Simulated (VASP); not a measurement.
CdHgSe2 (space group R3m): computed properties

The numbers are results of LDA (Ceperley-Alder, Perdew-Zunger), VASP's LDA PAW potentials (set 64) (plane waves; VASP), not measurements.

- space group: R3m (160)
- cell: a = b = 4.2768 Å, c = 20.9144 Å, α = β = 90.00°, γ = 120.00°
- volume per atom: 27.61 Å^3/atom
- band gap (over mesh and band path): none (metal, semimetal or under 0.01 eV)
- density: 7.08 g/cm³

```
CELL_PARAMETERS angstrom
      2.13841     1.23461     6.97147
     -2.13841     1.23461     6.97147
      0.00000    -2.46922     6.97147
ATOMIC_POSITIONS crystal
  Cd 0.50038 0.50038 0.50038
  Hg 0.99983 0.99983 0.99983
  Se 0.87414 0.87414 0.87414
  Se 0.37564 0.37564 0.37564
```

Unless said otherwise, spin-orbit coupling is left out, though it shifts the bands of the heavy elements here.

The structure comes from a computed database's CdHgSe2 entry (R3m); how it stands against other phases isn't given here. It was relaxed first, which changed the volume by -6 %. Symmetry was kept, so distortions that lower it aren't found.
